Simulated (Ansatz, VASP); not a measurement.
# Hf: VASP beside Ansatz

One calculation is typed for both programs; each brings its own data sets. How far apart do they land? The cell is taken from a series of runs on this material, whose earlier steps may have relaxed, scaled, displaced or heated it; both programs get it as it stands.

Main program and level: Ansatz 0.2.0; plane waves, with VASP 6.6.1 beside it; PBEsol.

This is not the structure that Hf takes at ambient pressure and room temperature (hexagonal, No. 194); it is a model or a phase of other conditions.

**1. The structure**

Symmetry: Cmcm, No. 63, orthorhombic system. Conventional cell: a = 3.489 Å, b = 4.934 Å, c = 4.934 Å, α = 90.00°, β = 90.00°, γ = 90.00°. Nearest to Hf lie 8 Hf at 3.02 Å.

**2. Ansatz: single point, PBEsol, pair 1**

Ansatz runs on its PAW soft_1 files.

A single point takes one fixed geometry, so differences don't come from the geometry; what else differs is listed under the comparison.

File input.yaml:

```yaml
crystal:
  lattice:
    - [-1.7446091036, 1.7446091036, 1.7446091036]
    - [1.7446091036, -1.7446091036, 1.7446091036]
    - [3.4892182072, 3.4892182072, 0.0]
  atoms:
    - { symbol: Hf, position: [-0.0081061916, 0.0081061916, 0.0] }
    - { symbol: Hf, position: [0.5081061916, 0.4918938084, 0.5] }
kpoints:
  mp_grid: { grid: [14, 14, 8] }
hamiltonian:
  xc: pbesol
  pseudopotentials: { kind: paw, azcp: { folder: soft_1 }, xc_functional: pbe }
scf:
  occupations: { method: methfessel_paxton, width: 0.2 }
output:
  forces: true
  stress: true
  eigenvalues: true
```

Launch:

```console
ansatz run input.yaml --threads 4 --pin off --max-ram 10240MiB --backend cpu --events-out ev --progress --plain --runs-dir out
```

Numbers of over 12 decimals in the logs are rounded to 6 here.

The program printed:

```text
Engine: ansatz 0.2.0, aarch64-unknown-linux-gnu
Pseudopotentials: kind: paw
Pseudopotential: Hf, paw, valence charge 26, recommended cutoff 420 eV (normal), soft_1/Hf.paw.azcp
Functional definition: PBEsol
  exchange = pbesol_x
  correlation = pbesol_c
Crystal: 2 atoms, lattice volume = 42.480 Å³
Basis set: ecut = 420 eV, 801 PW (Γ), exchange–correlation on 48×48×72 points (8 copies of the dense FFT grid, shifted against one another)
Bands: 32, of which v1, the nominal top of the filled ones, is band 26 counted from 1 (25 counted from 0)
Symmetry: 8 space group operations
Space group: Cmcm (ITA 63), of the structure as read, at distance tolerance 3.5e-5 Å
k-points: 285 of 1568
Non-local potential: Hf, projectors of the file, l = 0: 3, l = 1: 2, l = 2: 2, l = 3: 3
PAW form: soft (Blöchl's): semilocal exchange-correlation on the pseudo side does not see the compensation charge
PAW frozen core: Hf, regenerated for the run's functional, and the local potential with it (the file was generated under x = pbe(κ = 0.804, μ = 0.219515), c = pbe(β = 0.066725))
PAW one-centre angular grid: Hf, 590 points (default); XC on 64 Gauss nodes
Initial density: superposition of atomic densities (chi_scale 0.1, normalization cell)
Initial wavefunctions: pseudopotential atomic-orbital guess
Functional: x = pbesol(κ = 0.804, μ = 0.123457), c = pbesol(β = 0.046)
SCF iter   1: F=—  HF=-31197.484330 eV  |F-HF|=—  |Δ(HF+E_count)|=         —  Δρ=3.11e-2  dr2=5.23e-1  ethr=3.10e-3  ⟨swp⟩=5.3  Hψ=31209  notcnv=0
preconditioner: auto → Kerker (q_TF=auto, 2.822 Å⁻¹)  [metal: Δε(μ)=0.005 eV  Ē_g=16.913 eV  σ=0.200 eV  W_gap=0.02  n_scr=18 (ndim 8)  ℏωp=39.5 eV  f_vac=0.000  D(μ)=3.40/eV (n_scr^D=36)]
SCF iter   2: F=—  HF=-31197.358725 eV  |F-HF|=—  |Δ(HF+E_count)|=   1.26e-1  S|Δr|=    0.00e0  Δρ=1.84e-2  dr2=1.85e-1  ethr=1.01e-3  ⟨swp⟩=2.9  Hψ=17885  notcnv=0  defer=92
SCF iter   3: F=—  HF=-31197.311157 eV  |F-HF|=—  |Δ(HF+E_count)|=   4.76e-2  S|Δr|=    0.00e0  Δρ=8.86e-3  dr2=4.20e-2  ethr=3.56e-4  ⟨swp⟩=2.0  Hψ=14234  notcnv=0  defer=98
SCF iter   4: F=—  HF=-31197.279907 eV  |F-HF|=—  |Δ(HF+E_count)|=   3.13e-2  S|Δr|=    0.00e0  Δρ=2.87e-3  dr2=1.62e-3  ethr=8.08e-5  ⟨swp⟩=2.1  Hψ=16449  notcnv=0  defer=98
SCF iter   5: F=—  HF=-31197.281270 eV  |F-HF|=—  |Δ(HF+E_count)|=   1.36e-3  S|Δr|=    0.00e0  Δρ=5.09e-4  dr2=1.17e-4  ethr=3.11e-6  ⟨swp⟩=2.7  Hψ=15002  notcnv=0  defer=96
SCF iter   6: F=—  HF=-31197.281402 eV  |F-HF|=—  |Δ(HF+E_count)|=   1.32e-4  S|Δr|=    0.00e0  Δρ=1.10e-4  dr2=2.63e-6  ethr=2.26e-7  ⟨swp⟩=2.3  Hψ=16628  notcnv=0  defer=96
SCF iter   7: F=—  HF=-31197.281401 eV  |F-HF|=—  |Δ(HF+E_count)|=   5.32e-7  S|Δr|=    0.00e0  Δρ=2.27e-5  dr2=1.33e-7  ethr=5.06e-9  ⟨swp⟩=3.2  Hψ=17833  notcnv=0  defer=155
SCF iter   8: F=-31197.281401 eV  HF=-31197.281401 eV  |F-HF|=6.55e-10  |Δ(HF+E_count)|=   1.43e-8  S|Δr|=    0.00e0  Δρ=3.22e-6  dr2=2.89e-9  ethr=1.92e-10  ⟨swp⟩=10.5  Hψ=53042  notcnv=0
SCF 1 converged in 8 iterations: F = -31197.281401 eV  dr2 = 2.89e-9
  greatest PAW one-centre occupation: 0.998 electrons in one spin orbital (limit 2), on the Hf atom at site 1 (counted from 0), in its partial waves of l = 0
SCF converged after 8 iterations
Stability not checked: this state was not tested for a lower state beside it, because cold or Methfessel-Paxton smearing, or corrected tetrahedra, fill the levels in a way that the test cannot read (fill_not_monotonic; see scf.lower_state_search)
Free energy (F): -31197.281401 eV
Harris-Foulkes:  -31197.281401 eV  (|F-HF|=6.55e-10)
Internal energy: -31197.283688 eV  (E = F + TS)
E sigma→0 (E₀):  -31197.281973 eV
Entropy (-TS):   0.002287 eV (1.143 meV/atom)
Fermi energy:    18.696094 eV
--- Per-component energies (eV) ---
  E_band       = 36.401894
  E_kinetic    = 823.200140
  E_local      = -12352.501589  (includes V_loc(G=0)·N_el)
  E_nonlocal   = 128.279235
  E_hartree    = 6034.449119
  E_xc         = -530.372038
  E_vxc        = -510.730069  (∫ρ·V_xc dr)
  E_paw        = -15150.330575  (= ΣΔE_a)
  E_vpaw       = -120.741408  (= ΣTr[D̂ρ^β])
  E_aug_tail   = 0.000199  (compensation charges beyond the density's cutoff)
  E_ewald      = -10152.510292
  E_core_change = 2.502112  (= ΣΔE_core)
  E_smearing   = 0.002287  (= −TS)
  E_closure    = 0.000000  (closes the sum)
  Σ components = -31197.281401   (vs F -31197.281401, Δ=0.00e0)
--- Forces (eV/Å), atoms counted from 1 ---
  atom   1  Hf     0.13224673    -0.13224673     0.00000000
  atom   2  Hf    -0.13224673     0.13224673     0.00000000
  max |Σ_I F_I| component: 0.00e0 eV/Å
--- Stress (GPa, compression-positive) ---
        0.038678      -0.230717      -0.000000
       -0.230717       0.038678       0.000000
       -0.000000       0.000000       0.159294
  P = ⅓ Tr σ = 0.0789 GPa (0.789 kbar)
--- Band table (eV; the first three rows and the last of 285) ---
  k-point 0: bands = [... 22 lower, 11.5046, 15.1619, 18.1028, 20.0088, 20.2358, 20.2544, 20.2552, 23.0313, ... 2 higher]
  k-point 1: bands = [... 22 lower, 11.6589, 15.1126, 18.1654, 19.7270, 20.1266, 20.2139, 20.4095, 22.9951, ... 2 higher]
  k-point 2: bands = [... 22 lower, 12.1042, 14.8899, 18.3494, 19.2405, 19.8339, 20.0391, 20.8681, 22.6582, ... 2 higher]
  k-point 284: bands = [... 22 lower, 16.5546, 16.5546, 17.4867, 17.4867, 20.4457, 20.4457, 20.8175, 20.8175, ... 2 higher]
```

In the SCF lines HF is the Harris–Foulkes energy and dr2 the Hartree energy of the density residual, in eV; the loop may stop once dr2 is under the threshold and the program's other checks hold. Hψ counts applications of the Hamiltonian.

The run ends at a pressure of 0.08 GPa, with forces up to 0.19 eV/Å.

**3. VASP: single point, PBEsol, pair 1**

The same cell, functional, mesh and smearing now go to VASP, with its own data sets.

Lines of VASP's logs that name or quote its potential files are left out, and so is its time.

File INCAR:

```
SYSTEM = Hf
PREC = Accurate
ENCUT = 500
EDIFF = 1E-06
NELM = 120
ISMEAR = 1
SIGMA = 0.2
LREAL = .FALSE.
ALGO = Normal
GGA = PS
NBANDS = 16
LASPH = .TRUE.
LORBIT = 11
LWAVE = .FALSE.
LCHARG = .FALSE.
ISIF = 2
GGA_COMPAT = .FALSE.
KPAR = 2
```

File POSCAR:

```
Hf
1.0
   -1.7446091036      1.7446091036      1.7446091036
    1.7446091036     -1.7446091036      1.7446091036
    3.4892182072      3.4892182072      0.0000000000
Hf
2
Direct
    0.9918938084      0.0081061916      0.0000000000
    0.5081061916      0.4918938084      0.5000000000
```

File KPOINTS:

```
Automatic mesh
0
Gamma
14 14 8
0 0 0
```

Potentials, in the order of the species: Hf_pv (PBE family, release 64).

Launch:

```console
mpirun -np 2 vasp_std
```

The program printed:

```text
[banner, memory and clock lines left out]
running    2 mpi-ranks, on    1 nodes
 distrk:  each k-point on    1 cores,    2 groups
 distr:  one band on    1 cores,    1 groups

 POSCAR found type information on POSCAR Hf
 POSCAR found :  1 types and       2 ions
|                                                                             |
|               ----> ADVICE to this user running VASP <----                  |
|                                                                             |
|     You enforced a specific xc type in the INCAR file but a different       |
|     [... a line on the potential file left out ...]
|     I HOPE YOU KNOW WHAT YOU ARE DOING!                                     |
|                                                                             |

 LDA part: xc-table for (Slater+PW92), standard interpolation
 POSCAR, INCAR and KPOINTS ok, starting setup
 FFT: planning ... GRIDC
 FFT: planning ... GRID_SOFT
 FFT: planning ... GRID
 WAVECAR not read
 entering main loop
       N       E                     dE             d eps       ncg     rms          rms(c)
DAV:   1     0.459763833704E+02    0.45976E+02   -0.11135E+04  9184   0.115E+03
DAV:   2    -0.197621935610E+02   -0.65739E+02   -0.64332E+02 12368   0.248E+02
DAV:   3    -0.213526300081E+02   -0.15904E+01   -0.15784E+01 11792   0.266E+01
DAV:   4    -0.213643674501E+02   -0.11737E-01   -0.11734E-01 11536   0.283E+00
DAV:   5    -0.213645071928E+02   -0.13974E-03   -0.13973E-03 11720   0.253E-01    0.651E+01
DAV:   6    -0.208528136456E+02    0.51169E+00   -0.48641E-01  9720   0.457E+00    0.377E+01
DAV:   7    -0.206852389461E+02    0.16757E+00   -0.71086E-01 10480   0.534E+00    0.163E+00
DAV:   8    -0.206770429462E+02    0.81960E-02   -0.41563E-02 10368   0.141E+00    0.161E-01
DAV:   9    -0.206771317198E+02   -0.88774E-04   -0.87364E-04 12480   0.215E-01    0.159E-01
DAV:  10    -0.206771298365E+02    0.18833E-05   -0.32113E-05 10616   0.424E-02    0.164E-01
DAV:  11    -0.206771315519E+02   -0.17154E-05   -0.55657E-06 11584   0.171E-02    0.790E-03
DAV:  12    -0.206771314415E+02    0.11041E-06   -0.17287E-07  6888   0.327E-03
   1 F= -.20677131E+02 E0= -.20677956E+02  d E =0.247503E-02
```

OUTCAR, selected parts (step 3):

```text
ion  position               nearest neighbor table
   1  0.992  0.008  0.000-   2 3.02   2 3.02   2 3.02   2 3.02   2 3.43   2 3.43   2 3.55   2 3.55

  LATTYP: Found a base centered orthorhombic cell.
 ALAT       =     3.4892182072
 B/A-ratio  =     1.4142135624
 C/A-ratio  =     1.4142135624

 Subroutine GETGRP returns: Found  8 space group operations
 (whereof  4 operations were pure point group operations)

The static configuration has the point symmetry C_2v.
 The point group associated with its full space group is D_2h.

 Found    285 irreducible k-points:

   k-points           NKPTS =    285   k-points in BZ     NKDIM =    285   number of bands    NBANDS=     16

   dimension x,y,z NGX =    24 NGY =   24 NGZ =   36
   dimension x,y,z NGXF=    48 NGYF=   48 NGZF=   72

   ENCUT  =  500.0 eV  36.75 Ry    6.06 a.u.   5.51  5.51  9.00*2*pi/ulx,y,z

   NELECT =      20.0000    total number of electrons

 k-points in reciprocal lattice and weights: Automatic mesh
   0.00000000  0.00000000  0.00000000       0.001
   0.07142857  0.00000000  0.00000000       0.003
   0.14285714  0.00000000  0.00000000       0.003
   0.21428571  0.00000000  0.00000000       0.003
   0.28571429  0.00000000  0.00000000       0.003
   0.35714286  0.00000000  0.00000000       0.003
   0.42857143  0.00000000  0.00000000       0.003
   0.50000000  0.00000000  0.00000000       0.001
   0.07142857  0.07142857  0.00000000       0.001
[...]
-0.42857143  0.42857143  0.50000000       0.001
   0.50000000  0.50000000  0.50000000       0.001

 average (electrostatic) potential at core
       1 -36.6045       2 -36.6045

 E-fermi :   4.7551

 k-point     1 :       0.0000    0.0000    0.0000
  band No.  band energies     occupation
    ...
      5     -24.8084      2.00000
      6     -24.8069      2.00000
      7      -2.4410      2.00000
      8       1.2245      2.00000
      9       4.1730      2.00031
     10       6.0689     -0.00000
     11       6.3100     -0.00000
     12       6.3283     -0.00000
     13       6.3292     -0.00000
     14       9.1061      0.00000
    ...

 k-point     2 :       0.0714    0.0000    0.0000
  band No.  band energies     occupation
    ...
      5     -24.8186      2.00000
      6     -24.8105      2.00000
      7      -2.2896      2.00000
      8       1.3769      2.00000
      9       4.1915      2.00050
     10       5.8807     -0.00000
     11       6.2288     -0.00000
     12       6.2650     -0.00000
     13       6.4753     -0.00000
     14       9.0111      0.00000
    ...

 k-point     3 :       0.1429    0.0000    0.0000
  band No.  band energies     occupation
    ...
      5     -24.8436      2.00000
      6     -24.8198      2.00000
      7      -1.8516      2.00000
      8       1.8055      2.00000
      9       4.2121      2.00084
     10       5.4314     -0.00002
     11       5.9731     -0.00000
     12       6.0527     -0.00000
     13       6.9367     -0.00000
     14       8.6642     -0.00000
    ...

  Total       -0.0587813     -0.0587813     -0.0289380     -0.0605313     -0.0000000      0.0000000
  in kB       -2.2169969     -2.2169969     -1.0914252     -2.2830013     -0.0000000      0.0000000
  external PRESSURE =      -1.8418063 kB  Pullay stress =       0.0000000 kB

  energy-cutoff  :      500.00
  volume of cell :       42.48
      direct lattice vectors                 reciprocal lattice vectors
    -1.744609104  1.744609104  1.744609104    -0.143298576  0.143298576  0.286597152
     1.744609104 -1.744609104  1.744609104     0.143298576 -0.143298576  0.286597152
     3.489218207  3.489218207  0.000000000     0.143298576  0.143298576  0.000000000

 POSITION                                       TOTAL-FORCE (eV/Angst)
 -----------------------------------------------------------------------------------
     -1.71632      1.71632      1.74461         0.133930     -0.133930      0.000000
      1.71632      1.77289      1.74461        -0.133930      0.133930      0.000000
 -----------------------------------------------------------------------------------
    total drift:                                0.000000      0.000000      0.000000

  FREE ENERGIE OF THE ION-ELECTRON SYSTEM (eV)
  ---------------------------------------------------
  free  energy   TOTEN  =       -20.6771314415 eV

  energy  without entropy=      -20.6796064740  energy(sigma->0) =      -20.67795645

 total charge
# of ion       s       p       d       tot
------------------------------------------
    1        0.394   6.375   1.667   8.436
    2        0.394   6.375   1.667   8.436
--------------------------------------------------
tot          0.788  12.750   3.334  16.873

[... 3 further parts left out ...]
```

The run ends at a pressure of -0.18 GPa, with forces up to 0.19 eV/Å.

**4. Differences**

Known differences besides the potentials themselves: the data sets hold 52 valence electrons in Ansatz (on its PAW soft_1 files) and 20 in VASP; the cutoff is 420 eV in Ansatz and 500 eV in VASP; Ansatz makes its cores anew for this functional, VASP keeps those of its PBE data sets. Total energies have different zeros and are not compared.

The two programs side by side:

```tsv
quantity	Ansatz	VASP	difference
pressure (GPa)	0.08	-0.18	+0.26
```

Forces (eV/Å; atoms numbered as in POSCAR):

```tsv
atom	Ansatz x, y, z	VASP x, y, z
Hf1	0.132, -0.132, 0.000	0.134, -0.134, 0.000
Hf2	-0.132, 0.132, 0.000	-0.134, 0.134, 0.000
```

The forces differ by 1.4 meV/Å r.m.s., which is 1.3 % of the r.m.s. force of 0.109 eV/Å (both taken over all components).

**5. Ansatz: single point, PBEsol, pair 2**

A single point takes one fixed geometry, so differences don't come from the geometry; what else differs is listed under the comparison.

The cell is taken from a series of runs on this material, whose earlier steps may have relaxed, scaled, displaced or heated it; both programs get it as it stands.

input.yaml, the sections that differ from step 2:

```yaml
crystal:
  lattice:
    - [-1.7446091036, 1.7446091036, 1.7446091036]
    - [1.7446091036, -1.7446091036, 1.7446091036]
    - [3.4892182072, 3.4892182072, 0.0]
  atoms:
    - { symbol: Hf, position: [-0.0162123832, 0.0162123832, 0.0] }
    - { symbol: Hf, position: [0.5162123832, 0.4837876168, 0.5] }
# kpoints, hamiltonian, scf, output: as in step 2
```

Launch:

```console
ansatz run input.yaml --threads 4 --pin off --max-ram 10240MiB --backend cpu --events-out ev --progress --plain --runs-dir out
```

The program printed:

```text
[...]
Crystal: 2 atoms, lattice volume = 42.480 Å³
Basis set: ecut = 420 eV, 801 PW (Γ), exchange–correlation on 48×48×72 points (8 copies of the dense FFT grid, shifted against one another)
Bands: 32, of which v1, the nominal top of the filled ones, is band 26 counted from 1 (25 counted from 0)
Symmetry: 8 space group operations
[...]
k-points: 285 of 1568
[...]
k-point 0: bands = [... 22 lower, 11.5049, 15.1627, 18.1141, 20.0091, 20.2094, 20.2883, 20.2887, 22.9997, ... 2 higher]
  k-point 1: bands = [... 22 lower, 11.6592, 15.1133, 18.1725, 19.7287, 20.0993, 20.2413, 20.4464, 22.9052, ... 2 higher]
  k-point 2: bands = [... 22 lower, 12.1046, 14.8904, 18.3465, 19.2425, 19.8053, 20.0521, 20.9112, 22.5986, ... 2 higher]
  k-point 284: bands = [... 22 lower, 16.4953, 16.4953, 17.5394, 17.5394, 20.4450, 20.4450, 20.8362, 20.8362, ... 2 higher]
[key lines of the parts left out:]
SCF converged after 8 iterations
Free energy (F): -31197.302688 eV
Fermi energy:    18.704639 eV
P = ⅓ Tr σ = 0.2354 GPa (2.354 kbar)
```

The run ends at a pressure of 0.24 GPa, with forces up to 0.34 eV/Å.

**6. VASP: single point, PBEsol, pair 2**

The same cell, functional, mesh and smearing now go to VASP, with its own data sets.

INCAR is that of step 3.

File POSCAR:

```
Hf
1.0
   -1.7446091036      1.7446091036      1.7446091036
    1.7446091036     -1.7446091036      1.7446091036
    3.4892182072      3.4892182072      0.0000000000
Hf
2
Direct
    0.9837876168      0.0162123832      0.0000000000
    0.5162123832      0.4837876168      0.5000000000
```

KPOINTS is that of step 3.

Launch:

```console
mpirun -np 2 vasp_std
```

The program printed:

```text
[banner, memory and clock lines left out]
running    2 mpi-ranks, on    1 nodes
[...]
[... a notice as in an earlier step ...]

 LDA part: xc-table for (Slater+PW92), standard interpolation
 POSCAR, INCAR and KPOINTS ok, starting setup
[...]
entering main loop
       N       E                     dE             d eps       ncg     rms          rms(c)
DAV:   1     0.460176748460E+02    0.46018E+02   -0.11124E+04  9168   0.115E+03
DAV:   2    -0.197884328846E+02   -0.65806E+02   -0.64401E+02 12360   0.249E+02
DAV:   3    -0.213791662682E+02   -0.15907E+01   -0.15764E+01 11896   0.266E+01
DAV:   4    -0.213909455192E+02   -0.11779E-01   -0.11776E-01 11416   0.282E+00
[...]
DAV:  10    -0.206986863824E+02    0.28609E-05   -0.28630E-05 10600   0.410E-02    0.139E-01
DAV:  11    -0.206986890795E+02   -0.26971E-05   -0.46210E-06 11600   0.158E-02    0.193E-02
DAV:  12    -0.206986887733E+02    0.30619E-06   -0.12903E-07  6912   0.296E-03
   1 F= -.20698689E+02 E0= -.20699466E+02  d E =0.233170E-02
```

OUTCAR, selected parts (step 6):

```text
  Total       -0.0321078     -0.0321078      0.0367085     -0.1880551      0.0000000      0.0000000
  in kB       -1.2109800     -1.2109800      1.3844977     -7.0926955      0.0000000      0.0000000
  external PRESSURE =      -0.3458207 kB  Pullay stress =       0.0000000 kB

 POSITION                                       TOTAL-FORCE (eV/Angst)
 -----------------------------------------------------------------------------------
     -1.68804      1.68804      1.74461         0.240496     -0.240496      0.000000
      1.68804      1.80118      1.74461        -0.240496      0.240496      0.000000
 -----------------------------------------------------------------------------------
    total drift:                                0.000000     -0.000000      0.000000

  FREE ENERGIE OF THE ION-ELECTRON SYSTEM (eV)
  ---------------------------------------------------
  free  energy   TOTEN  =       -20.6986887733 eV

  energy  without entropy=      -20.7010204721  energy(sigma->0) =      -20.69946601

[... 2 parts as in an earlier step ...]

[... 1 further part left out ...]
[key lines of the parts left out:]
E-fermi :   4.7636
```

The run ends at a pressure of -0.03 GPa, with forces up to 0.34 eV/Å.

(Part 1 of 2 ends here.)

[Lines on the potential files, build, host, timing and source positions are cut from VASP's logs without a mark.]

[Logs are printed without paths, hosts, clocks, repeated set-up lines and the standing remarks that a program may print on its own settings, such as how far it seeks lower states.]

[Hosts, paths, dates, database ids (printed as entryN), source tags and the programs' standing remarks are cut or masked in the printed files.]
